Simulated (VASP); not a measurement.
Consider the following.

```
CELL_PARAMETERS angstrom
      0.00000     3.31232     3.31232
      3.31232     0.00000     3.31232
      3.31232     3.31232     0.00000
ATOMIC_POSITIONS crystal
  Sr 0.00000 0.00000 0.00000
  Te 0.50000 0.50000 0.50000
```

Computed with PBE GGA with D3 dispersion (Becke-Johnson damping), VASP's PBE PAW potentials (set 64) (plane waves; VASP). Numerical set-up: 520 eV cut-off, Gaussian smearing of 0.050 eV, potentials Sr_sv Te.

Unless said otherwise, spin-orbit coupling is left out, though it shifts the bands of the heavy elements here.

Problem. Give the energies of bands 6 to 11 at the high-symmetry points, in eV from the valence-band maximum.

Solution. 
| band | Γ | X | U | L | W |
|---|---|---|---|---|---|
| 6 | 0.00 | -2.02 | -1.82 | -2.90 | -1.61 |
| 7 | 0.00 | -0.75 | -1.79 | -1.15 | -1.61 |
| 8 | 0.00 | -0.75 | -0.98 | -1.15 | -1.56 |
| 9 | 2.93 | 1.65 | 2.78 | 3.89 | 3.93 |
| 10 | 3.25 | 3.96 | 4.99 | 5.19 | 3.93 |
| 11 | 3.25 | 4.84 | 5.56 | 5.37 | 4.51 |

The gap is indirect, 1.65 eV, from the valence maximum at Γ to the conduction minimum at X.

The compound is SrTe in the rock salt structure. It was relaxed first.
